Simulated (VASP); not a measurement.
Given:

```cif
data_CuI
_chemical_formula_sum 'Cu1 I1'
_space_group_name_H-M_alt 'P 1'
_space_group_IT_number 1
_cell_length_a 4.23736
_cell_length_b 4.23736
_cell_length_c 4.23736
_cell_angle_alpha 60.000
_cell_angle_beta 60.000
_cell_angle_gamma 60.000
loop_
_space_group_symop_operation_xyz
  'x, y, z'
loop_
_atom_site_label
_atom_site_type_symbol
_atom_site_fract_x
_atom_site_fract_y
_atom_site_fract_z
_atom_site_occupancy
Cu1 Cu 0.00000 0.00000 0.00000 1
I1 I 0.25000 0.25000 0.25000 1
```

Calculation: PBE GGA with D3 dispersion (zero damping), VASP's PBE PAW potentials (set 64) (plane waves; VASP). Run with 520 eV cut-off, 8×8×8 Γ-centred mesh, Gaussian smearing of 0.050 eV, potentials Cu I.

Give the energy at these volumes per atom, relative to the lowest: 25.30, 26.11, 26.91, 27.72, 28.53 Å³.

15.7, 3.6, 0.0, 3.4, 12.7 meV/atom. A third-order Birch-Murnaghan fit gives B0 = 46.5 GPa and B0′ = 5.1.

The compound is CuI in the zinc blende structure. It was relaxed first.
